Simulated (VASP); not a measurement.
Output of a VASP run:

File OUTCAR:
```
 ion  position               nearest neighbor table
   1  0.667  0.333  0.375-   4 2.56   4 2.56   4 2.56   3 2.56   3 2.56   3 2.56
   2  0.333  0.667  0.625-   5 2.56   5 2.56   5 2.56   6 2.56   6 2.56   6 2.56
   3  0.333  0.667  0.438-   1 2.56   1 2.56   1 2.56
   4  0.333  0.667  0.311-   1 2.56   1 2.56   1 2.56
   5  0.667  0.333  0.689-   2 2.56   2 2.56   2 2.56
   6  0.667  0.333  0.562-   2 2.56   2 2.56   2 2.56
  LATTYP: Found a hexagonal cell.
 ALAT       =     3.3303154321
 C/A-ratio  =     7.9182844026
 Subroutine PRICEL returns:
 Original cell was already a primitive cell.
 Subroutine GETGRP returns: Found 12 space group operations
The static configuration has the point symmetry D_3d.
The dynamic configuration has the point symmetry D_3d.
 Subroutine INISYM returns: Found 12 space group operations
 Subroutine IBZKPT returns following result:
 Found     19 irreducible k-points:

 Following reciprocal coordinates:
            Coordinates               Weight
  0.000000  0.000000  0.000000      1.000000
  0.083333  0.000000  0.000000      6.000000
  0.166667  0.000000  0.000000      6.000000
  0.250000  0.000000  0.000000      6.000000
  0.333333  0.000000  0.000000      6.000000
  0.416667  0.000000  0.000000      6.000000
  0.500000  0.000000  0.000000      3.000000
  0.083333  0.083333  0.000000      6.000000
  0.166667  0.083333  0.000000     12.000000
  0.250000  0.083333  0.000000     12.000000
  0.333333  0.083333  0.000000     12.000000
  0.416667  0.083333  0.000000     12.000000
  0.166667  0.166667  0.000000      6.000000
  0.250000  0.166667  0.000000     12.000000
  0.333333  0.166667  0.000000     12.000000
  0.416667  0.166667  0.000000      6.000000
  0.250000  0.250000  0.000000      6.000000
  0.333333  0.250000  0.000000     12.000000
  0.333333  0.333333  0.000000      2.000000
   k-points           NKPTS =     19   k-points in BZ     NKDIM =     19   number of bands    NBANDS=     31
   number of dos      NEDOS =    301   number of ions     NIONS =      6
   total plane-waves  NPLWV =  35840
   dimension x,y,z NGX =    16 NGY =   16 NGZ =  140
   dimension x,y,z NGXF=    32 NGYF=   32 NGZF=  280
   ions per type =               2   4
   PREC   = normal    normal or accurate (medium, high low for compatibility)
   ISTART =      1    job   : 0-new  1-cont  2-samecut
   ICHARG =      0    charge: 1-file 2-atom 10-const
   ISPIN  =      1    spin polarized calculation?
   LNONCOLLINEAR =      F non collinear calculations
   LSORBIT =      F    spin-orbit coupling
   INIWAV =      1    electr: 0-lowe 1-rand  2-diag
   ENCUT  =  400.0 eV  29.40 Ry    5.42 a.u.   5.43  5.43 43.00*2*pi/ulx,y,z
   NELM   =    100;   NELMIN=  4; NELMDL=  0     # of ELM steps
   EDIFF  = 0.1E-05   stopping-criterion for ELM
   LREAL  =      F    real-space projection
   NLSPLINE    = F    spline interpolate recip. space projectors
   LMAXMIX     =    6 max onsite mixed and CHGCAR
   VOSKOWN=      0    Vosko Wilk Nusair interpolation
   EDIFFG = 0.1E-04   stopping-criterion for IOM
   NSW    =      0    number of steps for IOM
   NBLOCK =      1;   KBLOCK =      1    inner block; outer block
   IBRION =     -1    ionic relax: 0-MD 1-quasi-New 2-CG
   NFREE  =      0    steps in history (QN), initial steepest desc. (CG)
   ISIF   =      2    stress and relaxation
   ISYM   =      2    0-nonsym 1-usesym 2-fastsym
   TEIN   =    0.0    initial temperature
   TEBEG  =    0.0;   TEEND  =   0.0 temperature during run
   SMASS  =  -3.00    Nose mass-parameter (am)
   PSTRESS=    0.0 pullay stress
   NELECT =      52.0000    total number of electrons
   EFERMI =   0.00;   METHOD = LEGACY
   ISMEAR =     0;   SIGMA  =   0.05  broadening in eV -4-tet -1-fermi 0-gaus
   IALGO  =     38    algorithm
   LDIAG  =      T    sub-space diagonalisation (order eigenvalues)
   IMIX   =      4    mixing-type and parameters
     AMIX     =   0.40;   BMIX     =  1.00
     AMIX_MAG =   1.60;   BMIX_MAG =  1.00
     AMIN     =   0.10
...
```

### OSZICAR
```
       N       E                     dE             d eps       ncg     rms          rms(c)
DAV:   1    -0.297592279012E+02   -0.29759E+02   -0.25569E-04  1360   0.480E-02    0.712E-03
DAV:   2    -0.297591884852E+02    0.39416E-04   -0.88824E-05  1193   0.259E-02    0.347E-03
DAV:   3    -0.297591913364E+02   -0.28512E-05   -0.11894E-05   913   0.132E-02    0.127E-03
DAV:   4    -0.297591925863E+02   -0.12499E-05   -0.70494E-06   854   0.103E-02    0.417E-04
DAV:   5    -0.297591954748E+02   -0.28885E-05   -0.87319E-06   855   0.110E-02    0.492E-04
DAV:   6    -0.297592036203E+02   -0.81456E-05   -0.60675E-06   896   0.961E-03    0.258E-04
DAV:   7    -0.297592156419E+02   -0.12022E-04   -0.55204E-06   833   0.897E-03    0.638E-05
DAV:   8    -0.297592270247E+02   -0.11383E-04   -0.47111E-06   824   0.843E-03    0.724E-05
DAV:   9    -0.297592382731E+02   -0.11248E-04   -0.54727E-06   810   0.839E-03    0.314E-05
DAV:  10    -0.297592467163E+02   -0.84432E-05   -0.55981E-06   894   0.760E-03    0.468E-05
DAV:  11    -0.297592492285E+02   -0.25122E-05   -0.28225E-06   816   0.627E-03    0.336E-05
DAV:  12    -0.297592553000E+02   -0.60715E-05   -0.54456E-06   802   0.739E-03    0.234E-05
DAV:  13    -0.297592581908E+02   -0.28908E-05   -0.59391E-06   802   0.729E-03    0.244E-05
DAV:  14    -0.297592606669E+02   -0.24761E-05   -0.44124E-06   850   0.629E-03    0.239E-05
DAV:  15    -0.297592617416E+02   -0.10747E-05   -0.37293E-06   794   0.584E-03    0.234E-05
DAV:  16    -0.297592620781E+02   -0.33645E-06   -0.32919E-06   794   0.538E-03
   1 F= -.29759262E+02 E0= -.29759262E+02  d E =-.530721E-17
```

### OUTCAR
```
------------------------ aborting loop because EDIFF is reached ----------------------------------------
  FORCE on cell =-STRESS in cart. coord.  units (eV):
  Direction    XX          YY          ZZ          XY          YZ          ZX
  --------------------------------------------------------------------------------------
  Total       -0.0851707     -0.0851707     -0.0389663      0.0000000      0.0000000      0.0000000
  in kB       -0.5387445     -0.5387444     -0.2464801      0.0000000      0.0000000      0.0000000
  external PRESSURE =      -0.4413230 kB  Pullay stress =       0.0000000 kB
  volume of cell :      253.29
      direct lattice vectors                 reciprocal lattice vectors
     3.330315432  0.000000000  0.000000000     0.300271857  0.173362057  0.000000000
    -1.665157716  2.884137443  0.000000000     0.000000000  0.346724114  0.000000000
     0.000000000  0.000000000 26.370384742     0.000000000  0.000000000  0.037921328
 POSITION                                       TOTAL-FORCE (eV/Angst)
 -----------------------------------------------------------------------------------
      1.66516      0.96138      9.87590        -0.000000      0.000000     -0.022227
     -0.00000      1.92276     16.49449         0.000000     -0.000000      0.022227
     -0.00000      1.92276     11.56258         0.000000     -0.000000      0.016051
     -0.00000      1.92276      8.18965         0.000000      0.000000      0.010338
      1.66516      0.96138     18.18073        -0.000000      0.000000     -0.010338
      1.66516      0.96138     14.80780        -0.000000      0.000000     -0.016051
 -----------------------------------------------------------------------------------
    total drift:                                0.000000     -0.000000      0.000000
  FREE ENERGIE OF THE ION-ELECTRON SYSTEM (eV)
  ---------------------------------------------------
  free  energy   TOTEN  =       -29.7592620781 eV

  energy  without entropy=      -29.7592620781  energy(sigma->0) =      -29.75926208

 total charge

# of ion       s       p       d       tot
------------------------------------------
    1        2.308   6.259   3.368  11.934
    2        2.308   6.259   3.368  11.934
    3        1.482   2.349   0.065   3.896
    4        1.482   2.351   0.063   3.895
    5        1.482   2.351   0.063   3.895
    6        1.482   2.349   0.065   3.896
--------------------------------------------------
tot         10.543  21.917   6.991  39.451
```
(Selected blocks of OUTCAR.)

POSCAR:
```
WSe2 bilayer
1
    3.3303154321    -0.0000000000     0.0000000000
   -1.6651577161     2.8841374425    -0.0000000000
    0.0000000000     0.0000000000    26.3703847419
W Se
2 4
Direct
  0.6666670000   0.3333330000   0.3745071811
  0.3333330000   0.6666670000   0.6254928189
  0.3333330000   0.6666670000   0.4384685464
  0.3333330000   0.6666670000   0.3105625254
  0.6666670000   0.3333330000   0.6894374746
  0.6666670000   0.3333330000   0.5615314536
```

Task: Reconstruct the remaining input files.

Result: This is not unique; one that fits is the input of the run itself, optB88-vdW, plane waves, VASP's PBE PAW potentials (set 64).

KPOINTS:
```
Automatic mesh
0
Gamma
12 12 1
0 0 0
```

### INCAR
```
AGGAC = 0.0
ALGO = Normal
EDIFF = 1E-6
ENCUT = 400
GGA = BO
ISMEAR = 0
LASPH = .TRUE.
LCHARG = .FALSE.
LMAXMIX = 6
LORBIT = 11
LREAL = .FALSE.
LUSE_VDW = .TRUE.
LVHAR = .TRUE.
LWAVE = .FALSE.
NELM = 100
NELMIN = 4
PARAM1 = 0.1833333333
PARAM2 = 0.22
PREC = Normal
SIGMA = 0.05
SYSTEM = WSe2 bilayer
```

POTCAR, in this order: W_sv Se (PBE.64 set). Program: vasp_std. Read from the step before: WAVECAR.

The cell is a sheet with vacuum, built from WSe2 (2H layered).
